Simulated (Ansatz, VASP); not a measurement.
# SiC (Moissanite) in two plane-wave programs

Wanted: the spread between two codes on one cell, functional and k mesh. The cell is taken from a series of runs on this material, whose earlier steps may have relaxed, scaled, displaced or heated it; both programs get it as it stands.

Calculated with Ansatz 0.2.0; plane waves, with VASP 6.6.1 beside it; single point at PBE.

**1. The structure**

It takes space group P6_3mc (No. 186, hexagonal). Conventional cell: a = 3.095 Å, b = 3.095 Å, c = 15.185 Å, α = 90.00°, β = 90.00°, γ = 120.00°. Nearest to Si lie 4 C at 1.90 Å. Nearest to Si lie 4 C at 1.89 to 1.90 Å. Nearest to C lie 4 Si at 1.90 Å. C has 4 Si at 1.89 to 1.90 Å nearest. C has 4 Si at 1.89 to 1.90 Å nearest. Farther neighbours are not listed.

**2. Ansatz: single point, PBE**

Ansatz runs on its default PAW (the set named soft_2) files.

With cell and atoms fixed, the geometry can't cause a difference; cores, projectors, grids and the points listed under the comparison can.

The input, input.yaml:

```yaml
crystal:
  lattice:
    - [3.0948261473, 0.0, 0.0]
    - [-1.5474130737, 2.6801980639, 0.0]
    - [0.0, 0.0, 15.1854387337]
  atoms:
    - { symbol: Si, position: [0.0, 0.0, -0.0002767834] }
    - { symbol: Si, position: [0.0, 0.0, 0.4997232166] }
    - { symbol: Si, position: [0.3333333333, 0.6666666667, 0.1665018643] }
    - { symbol: Si, position: [0.6666666667, 0.3333333333, 0.6665018643] }
    - { symbol: Si, position: [0.6666666667, 0.3333333333, 0.3329933979] }
    - { symbol: Si, position: [0.3333333333, 0.6666666667, 0.8329933979] }
    - { symbol: C, position: [0.3333333333, 0.6666666667, 0.0415126541] }
    - { symbol: C, position: [0.6666666667, 0.3333333333, 0.5415126541] }
    - { symbol: C, position: [0.6666666667, 0.3333333333, 0.2079986727] }
    - { symbol: C, position: [0.3333333333, 0.6666666667, 0.7079986727] }
    - { symbol: C, position: [0.0, 0.0, 0.3743701944] }
    - { symbol: C, position: [0.0, 0.0, 0.8743701944] }
kpoints:
  mp_grid: { grid: [12, 12, 2] }
  band_path:
    path:
      - [[0.0, 0.0, 0.0], [0.5, 0.0, 0.0], [0.33333333, 0.33333333, 0.0], [0.0, 0.0, 0.0], [0.0, 0.0, 0.5], [0.5, 0.0, 0.5], [0.33333333, 0.33333333, 0.5], [0.0, 0.0, 0.5]]
      - [[0.5, 0.0, 0.5], [0.5, 0.0, 0.0]]
      - [[0.33333333, 0.33333333, 0.5], [0.33333333, 0.33333333, 0.0]]
    npoints: 10
hamiltonian:
  xc: pbe
scf:
  occupations: { method: fermi_dirac, width: 0.02 }
  n_extra_bands: 8
output:
  eigenvalues: true
```

Started as:

```console
$ ansatz run input.yaml --threads 3 --pin off --max-ram 92160MiB --backend cuda --events-out ev --progress --plain --runs-dir out --devices 1 --max-vram 13GiB
```

Numbers of over 12 decimals in the logs are rounded to 6 here.

Log:

```text
scf.n_extra_bands = 8 over 24 filled bands (N_el = 48.0): the run solves 32 bands
GPUs: using 1 of 1 available (devices: 1).
Engine: ansatz 0.2.0, x86_64-unknown-linux-gnu
Pseudopotentials: kind: paw
Pseudopotential: Si, paw, valence charge 4, recommended cutoff 420 eV (normal), Si.paw.azcp
Pseudopotential: C, paw, valence charge 4, recommended cutoff 420 eV (normal), C.paw.azcp
Functional definition: PBE
  parameter kappa = 0.804
  parameter beta = 0.066725
  exchange = pbe_x(kappa = kappa, mu = beta*pi^2/3)
  correlation = pbe_c(beta = beta)
device memory: the entry about to start is reckoned to put 3.2 GiB on a device that reports 43.6 GiB free (of which the cap on the GPU budget leaves the run 13.0 GiB)
GPU FFT provider: cuFFT
GPU libraries: cuBLAS 13.8.2, cuFFT 12.4.0, cuSOLVER 12.3.4
Crystal: 12 atoms, lattice volume = 125.959 Å³
Basis set: ecut = 420 eV, 2451 PW (Γ)
Bands: 32, of which v1, the nominal top of the filled ones, is band 24 counted from 1 (23 counted from 0)
Symmetry: 12 space group operations
Space group: P63mc (ITA 186), of the structure as read, at distance tolerance 5.0e-5 Å
k-points: 38 of 288
Non-local potential: Si, projectors of the file, l = 0: 2, l = 1: 2, l = 2: 2
Non-local potential: C, projectors of the file, l = 0: 2, l = 1: 2, l = 2: 1
PAW form: soft (Blöchl's): semilocal exchange-correlation on the pseudo side does not see the compensation charge
PAW one-centre angular grid: Si, 110 points (default); XC on 64 Gauss nodes
PAW one-centre angular grid: C, 110 points (default); XC on 64 Gauss nodes
Initial density: superposition of atomic densities (neutral atoms: chi_scale 0, normalization atom), corrected by the library's trained network
Initial wavefunctions: pseudopotential atomic-orbital guess
GPU buffer pool allocated for 62208 grid points (all kernels)
GPU transforms: local potential and band sums: pruned to the plane-wave sphere, on 24×24×108
Functional: x = pbe(κ = 0.804, μ = 0.219515), c = pbe(β = 0.066725)
SCF iter   1: F=—  HF=-5322.970185 eV  |F-HF|=—  |Δ(HF+E_count)|=         —  Δρ=2.77e-3  dr2=1.04e-2  ethr=1.77e-3  ⟨swp⟩=7.9  Hψ=6577  notcnv=0
preconditioner: auto → none  [insulator: Δε(μ)=2.003 eV  Ē_g=11.029 eV  σ=0.020 eV  W_gap=1.00  n_scr=10 (ndim 8)  ℏωp=22.9 eV  f_vac=0.000  D(μ)=0.00/eV (n_scr^D=0)  ε∞_Penn≈5.3]
SCF iter   2: F=—  HF=-5322.969365 eV  |F-HF|=—  |Δ(HF+E_count)|=   8.20e-4  Δρ=7.52e-4  dr2=3.00e-4  ethr=2.17e-5  ⟨swp⟩=2.2  Hψ=2419  notcnv=0  defer=114
SCF iter   3: F=—  HF=-5322.969612 eV  |F-HF|=—  |Δ(HF+E_count)|=   2.47e-4  Δρ=3.40e-4  dr2=5.80e-5  ethr=6.25e-7  ⟨swp⟩=2.7  Hψ=2071  notcnv=0  defer=114
SCF iter   4: F=—  HF=-5322.969698 eV  |F-HF|=—  |Δ(HF+E_count)|=   8.65e-5  Δρ=5.78e-5  dr2=1.25e-5  ethr=1.21e-7  ⟨swp⟩=2.0  Hψ=1994  notcnv=0  defer=114
SCF iter   5: F=—  HF=-5322.969697 eV  |F-HF|=—  |Δ(HF+E_count)|=   9.39e-7  Δρ=1.85e-5  dr2=2.87e-7  ethr=2.60e-8  ⟨swp⟩=2.0  Hψ=1723  notcnv=0  defer=114
SCF iter   6: F=-5322.969698 eV  HF=-5322.969698 eV  |F-HF|=1.04e-8  |Δ(HF+E_count)|=   5.24e-7  Δρ=3.34e-6  dr2=9.26e-9  ethr=2.08e-10  ⟨swp⟩=8.5  Hψ=3840  notcnv=0
SCF 1 converged in 6 iterations: F = -5322.969698 eV  dr2 = 9.26e-9
  greatest PAW one-centre occupation: 0.644 electrons in one spin orbital (limit 2), on the C atom at site 11 (counted from 0), in its partial waves of l = 0
device memory: the entry about to start is reckoned to put 2.1 GiB on a device that reports 44.5 GiB free (of which the cap on the GPU budget leaves the run 13.0 GiB)
NSCF: frozen V_eff on 93 k-points
SCF converged after 6 iterations
Free energy (F): -5322.969698 eV
Harris-Foulkes:  -5322.969698 eV  (|F-HF|=1.04e-8)
Internal energy: -5322.969698 eV  (E = F + TS)
E sigma→0 (E₀):  -5322.969698 eV
Fermi energy:    10.355656 eV
--- Per-component energies (eV) ---
  E_band       = 165.231824
  E_kinetic    = 809.653253
  E_local      = -633.301739  (includes V_loc(G=0)·N_el)
  E_nonlocal   = 309.962999
  E_hartree    = 194.010726
  E_xc         = -631.517104
  E_vxc        = -654.267371  (∫ρ·V_xc dr)
  E_paw        = -3672.113147  (= ΣΔE_a)
  E_vpaw       = -54.836539  (= ΣTr[D̂ρ^β])
  E_aug_tail   = 0.000070  (compensation charges beyond the density's cutoff)
  E_ewald      = -1699.664758
  E_smearing   = -0.000000  (= −TS)
  E_closure    = -0.000000  (closes the sum)
  Σ components = -5322.969698   (vs F -5322.969698, Δ=0.00e0)
--- Band table (eV; the first three rows and the last of 38) ---
  k-point 0: bands = [... 20 lower, 9.0429, 9.3086, 9.3435, 9.3435, 14.3914, 14.5633, 14.9653, 15.4643, ... 4 higher]
  k-point 1: bands = [... 20 lower, 9.2482, 9.2482, 9.2482, 9.2482, 14.4586, 14.4586, 15.1986, 15.1986, ... 4 higher]
  k-point 2: bands = [... 20 lower, 8.8964, 8.9321, 9.2315, 9.2951, 14.7144, 14.9075, 15.1562, 15.6218, ... 4 higher]
  k-point 37: bands = [... 20 lower, 6.7338, 6.7338, 7.1039, 7.1039, 13.0107, 13.0107, 13.6645, 13.6645, ... 4 higher]
```

**3. VASP: single point, PBE**

The same cell, functional, mesh and smearing now go to VASP, with its own data sets.

Lines of VASP's logs that name or quote its potential files are left out, and so is its time.

The input, INCAR:

```
SYSTEM = SiC
PREC = Accurate
ENCUT = 520
EDIFF = 1E-06
NELM = 120
ISMEAR = -1
SIGMA = 0.02
LREAL = .FALSE.
ALGO = Normal
GGA = PE
NBANDS = 36
LORBIT = 11
LWAVE = .FALSE.
LCHARG = .FALSE.
ISIF = 2
LASPH = .TRUE.
GGA_COMPAT = .FALSE.
EFERMI = MIDGAP
KPAR = 2
```

The input, POSCAR:

```
SiC
1.0
    3.0948261473      0.0000000000      0.0000000000
   -1.5474130737      2.6801980639      0.0000000000
    0.0000000000      0.0000000000     15.1854387337
Si C
6 6
Direct
    0.0000000000      0.0000000000      0.9997232166
    0.0000000000      0.0000000000      0.4997232166
    0.3333333333      0.6666666667      0.1665018643
    0.6666666667      0.3333333333      0.6665018643
    0.6666666667      0.3333333333      0.3329933979
    0.3333333333      0.6666666667      0.8329933979
    0.3333333333      0.6666666667      0.0415126541
    0.6666666667      0.3333333333      0.5415126541
    0.6666666667      0.3333333333      0.2079986727
    0.3333333333      0.6666666667      0.7079986727
    0.0000000000      0.0000000000      0.3743701944
    0.0000000000      0.0000000000      0.8743701944
```

The input, KPOINTS:

```
Automatic mesh
0
Gamma
12 12 2
0 0 0
```

The projector-augmented-wave data sets are Si and C (PBE family, release 64).

Started as:

```console
$ mpirun -np 2 vasp_std
```

Log:

```text
[banner, memory and clock lines left out]
running    2 mpi-ranks, on    1 nodes
 distrk:  each k-point on    1 cores,    2 groups
 distr:  one band on    1 cores,    1 groups

 POSCAR found type information on POSCAR SiC
 POSCAR found :  2 types and      12 ions
 LDA part: xc-table for (Slater+PW92), standard interpolation
 POSCAR, INCAR and KPOINTS ok, starting setup
 FFT: planning ... GRIDC
 FFT: planning ... GRID_SOFT
 FFT: planning ... GRID
 WAVECAR not read
 entering main loop
       N       E                     dE             d eps       ncg     rms          rms(c)
DAV:   1     0.124058248420E+03    0.12406E+03   -0.21696E+04  2736   0.119E+03
DAV:   2    -0.891958388234E+02   -0.21325E+03   -0.19933E+03  3560   0.210E+02
DAV:   3    -0.101075832984E+03   -0.11880E+02   -0.11795E+02  3604   0.469E+01
DAV:   4    -0.101256771968E+03   -0.18094E+00   -0.18055E+00  3488   0.661E+00
DAV:   5    -0.101260709910E+03   -0.39379E-02   -0.39337E-02  3516   0.927E-01    0.212E+01
DAV:   6    -0.906445707908E+02    0.10616E+02   -0.31673E+01  3384   0.207E+01    0.945E+00
DAV:   7    -0.904213032156E+02    0.22327E+00   -0.30685E+00  3616   0.666E+00    0.409E+00
DAV:   8    -0.903772943933E+02    0.44009E-01   -0.18750E-01  3304   0.174E+00    0.128E+00
DAV:   9    -0.903728982210E+02    0.43962E-02   -0.27986E-02  3416   0.773E-01    0.184E-01
DAV:  10    -0.903736039618E+02   -0.70574E-03   -0.22838E-03  3492   0.204E-01    0.953E-02
DAV:  11    -0.903737510269E+02   -0.14707E-03   -0.33136E-04  3184   0.985E-02    0.195E-02
DAV:  12    -0.903737532193E+02   -0.21924E-05   -0.13043E-05  3584   0.174E-02    0.863E-03
DAV:  13    -0.903737547605E+02   -0.15412E-05   -0.16239E-06  2304   0.630E-03    0.205E-03
DAV:  14    -0.903737551456E+02   -0.38505E-06   -0.22901E-07  1976   0.235E-03
   1 F= -.90373755E+02 E0= -.90373755E+02  d E =0.000000E+00
```

Parts of OUTCAR (step 3):

```text
ion  position               nearest neighbor table
   1  0.000  0.000  1.000-   7 1.90   7 1.90   7 1.90  12 1.90   6 3.10   6 3.10   6 3.10   3 3.10
                             3 3.10   3 3.10
   2  0.000  0.000  0.500-   8 1.90   8 1.90   8 1.90  11 1.90   5 3.10   5 3.10   5 3.10   4 3.10
                             4 3.10   4 3.10
   3  0.333  0.667  0.167-   9 1.89   9 1.89   9 1.89   7 1.90   5 3.10   5 3.10   5 3.10   1 3.10
                             1 3.10   1 3.10
   4  0.667  0.333  0.667-  10 1.89  10 1.89  10 1.89   8 1.90   6 3.10   6 3.10   6 3.10   2 3.10
                             2 3.10   2 3.10
   5  0.667  0.333  0.333-  11 1.89  11 1.89  11 1.89   9 1.90   3 3.10   3 3.10   3 3.10   2 3.10
                             2 3.10   2 3.10
   6  0.333  0.667  0.833-  12 1.89  12 1.89  12 1.89  10 1.90   4 3.10   4 3.10   4 3.10   1 3.10
                             1 3.10   1 3.10
   7  0.333  0.667  0.042-   1 1.90   1 1.90   1 1.90   3 1.90
   8  0.667  0.333  0.542-   2 1.90   2 1.90   2 1.90   4 1.90
   9  0.667  0.333  0.208-   3 1.89   3 1.89   3 1.89   5 1.90
  10  0.333  0.667  0.708-   4 1.89   4 1.89   4 1.89   6 1.90
  11  0.000  0.000  0.374-   5 1.89   5 1.89   5 1.89   2 1.90
  12  0.000  0.000  0.874-   6 1.89   6 1.89   6 1.89   1 1.90

  LATTYP: Found a hexagonal cell.
 ALAT       =     3.0948261473
 C/A-ratio  =     4.9067178610

 Subroutine GETGRP returns: Found 12 space group operations
 (whereof  6 operations were pure point group operations)

The static configuration has the point symmetry C_3v.
 The point group associated with its full space group is C_6v.

 Found     38 irreducible k-points:

   k-points           NKPTS =     38   k-points in BZ     NKDIM =     38   number of bands    NBANDS=     36

   dimension x,y,z NGX =    24 NGY =   24 NGZ =  120
   dimension x,y,z NGXF=    48 NGYF=   48 NGZF=  240

   ENCUT  =  520.0 eV  38.22 Ry    6.18 a.u.   5.75  5.75 28.23*2*pi/ulx,y,z

   NELECT =      48.0000    total number of electrons

 k-points in reciprocal lattice and weights: Automatic mesh
   0.00000000  0.00000000  0.00000000       0.003
   0.08333333  0.00000000  0.00000000       0.021
   0.16666667  0.00000000  0.00000000       0.021
   0.25000000  0.00000000  0.00000000       0.021
   0.33333333  0.00000000  0.00000000       0.021
   0.41666667 -0.00000000  0.00000000       0.021
   0.50000000  0.00000000  0.00000000       0.010
   0.08333333  0.08333333  0.00000000       0.021
   0.16666667  0.08333333  0.00000000       0.042
[...]
0.33333333  0.25000000  0.50000000       0.042
   0.33333333  0.33333333  0.50000000       0.007

 average (electrostatic) potential at core
       1 -80.6119       2 -80.6119       3 -80.5650       4 -80.5650       5 -80.5486
       6 -80.5486       7 -45.0341       8 -45.0341       9 -44.9738      10 -44.9738
      11 -44.9582      12 -44.9582

 E-fermi :   9.0053

 k-point     1 :       0.0000    0.0000    0.0000
  band No.  band energies     occupation
    ...
     20       7.6900      2.00000
     21       7.6900      2.00000
     22       7.9552      2.00000
     23       7.9907      2.00000
     24       7.9907      2.00000
     25      13.0438      0.00000
     26      13.2161      0.00000
     27      13.6187      0.00000
     28      14.1291      0.00000
     29      14.1292      0.00000
    ...

 k-point     2 :       0.0833    0.0000    0.0000
  band No.  band energies     occupation
    ...
     20       7.5162      2.00000
     21       7.5437      2.00000
     22       7.5792      2.00000
     23       7.8780      2.00000
     24       7.9420      2.00000
     25      13.3654      0.00000
     26      13.5589      0.00000
     27      13.8068      0.00000
     28      14.2711      0.00000
     29      14.3455      0.00000
    ...

 k-point     3 :       0.1667    0.0000    0.0000
  band No.  band energies     occupation
    ...
     20       6.6739      2.00000
     21       7.2319      2.00000
     22       7.2713      2.00000
     23       7.6511      2.00000
     24       7.7537      2.00000
     25      12.6653      0.00000
     26      13.0447      0.00000
     27      13.1281      0.00000
     28      13.8054      0.00000
     29      14.2648      0.00000
    ...

  Total       -0.0104968     -0.0104968     -0.0012363      0.0000000      0.0000000     -0.0000000
  in kB       -0.1335174     -0.1335174     -0.0157250      0.0000000      0.0000000     -0.0000000
  external PRESSURE =      -0.0942533 kB  Pullay stress =       0.0000000 kB

  energy-cutoff  :      520.00
  volume of cell :      125.96
      direct lattice vectors                 reciprocal lattice vectors
     3.094826147  0.000000000  0.000000000     0.323119927  0.186553377  0.000000000
    -1.547413074  2.680198064  0.000000000     0.000000000  0.373106754  0.000000000
     0.000000000  0.000000000 15.185438734     0.000000000  0.000000000  0.065852559

 POSITION                                       TOTAL-FORCE (eV/Angst)
 -----------------------------------------------------------------------------------
      0.00000      0.00000     15.18124        -0.000000     -0.000000      0.001283
      0.00000      0.00000      7.58852         0.000000     -0.000000      0.001283
     -0.00000      1.78680      2.52840        -0.000000      0.000000     -0.000683
      1.54741      0.89340     10.12112         0.000000      0.000000     -0.000683
      1.54741      0.89340      5.05665        -0.000000      0.000000     -0.001151
     -0.00000      1.78680     12.64937         0.000000     -0.000000     -0.001151
     -0.00000      1.78680      0.63039        -0.000000     -0.000000      0.000418
      1.54741      0.89340      8.22311         0.000000     -0.000000      0.000418
      1.54741      0.89340      3.15855         0.000000     -0.000000      0.000022
     -0.00000      1.78680     10.75127        -0.000000     -0.000000      0.000022
      0.00000      0.00000      5.68498        -0.000000      0.000000      0.000110
      0.00000      0.00000     13.27770         0.000000     -0.000000      0.000110
 -----------------------------------------------------------------------------------
    total drift:                                0.000000      0.000000     -0.000683

  FREE ENERGIE OF THE ION-ELECTRON SYSTEM (eV)
  ---------------------------------------------------
  free  energy   TOTEN  =       -90.3737551456 eV

  energy  without entropy=      -90.3737551456  energy(sigma->0) =      -90.37375515

 total charge
# of ion       s       p       d       tot
------------------------------------------
    1        0.706   0.960   0.000   1.666
    2        0.706   0.960   0.000   1.666
    3        0.706   0.961   0.000   1.668
    4        0.706   0.961   0.000   1.668
    5        0.707   0.958   0.000   1.665
    6        0.707   0.958   0.000   1.665
    7        0.836   1.694   0.000   2.530
    8        0.836   1.694   0.000   2.530
    9        0.836   1.696   0.000   2.531
   10        0.836   1.696   0.000   2.531
   11        0.836   1.696   0.000   2.532
   12        0.836   1.696   0.000   2.532
--------------------------------------------------
tot          9.255  15.930   0.000  25.185

[... 3 further parts left out ...]
```

The run ends at a pressure of -0.01 GPa, with forces up to 0.0013 eV/Å.

**4. Comparison**

Known differences besides the potentials themselves: the cutoff is 420 eV in Ansatz and 520 eV in VASP. Total energies have different zeros and are not compared.

Compared:

```csv
quantity,Ansatz,VASP,difference
gap on the k mesh (eV),2.031,2.029,+0.002
```

A gap on the mesh is an upper bound, since the band edges may lie between its points.

**5. Outcome**

```json
{
  "difference in gap on the k mesh (single point, PBE)": "0.0016 eV"
}
```

**Reading.** The difference in gap on the k mesh is 0.0016 eV (single point, PBE), within the 0.08 eV picked in this series as the mark of a large difference. Such differences can come from data sets, numerical settings and the points named under the comparisons, not from the functional's error against experiment.

[Lines on the potential files, build, host, timing and source positions are cut from VASP's logs without a mark.]

[Logs are printed without paths, hosts, clocks, repeated set-up lines and the standing remarks that a program may print on its own settings, such as how far it seeks lower states.]

[Hosts, paths, dates, database ids (printed as entryN), source tags and the programs' standing remarks are cut or masked in the printed files.]
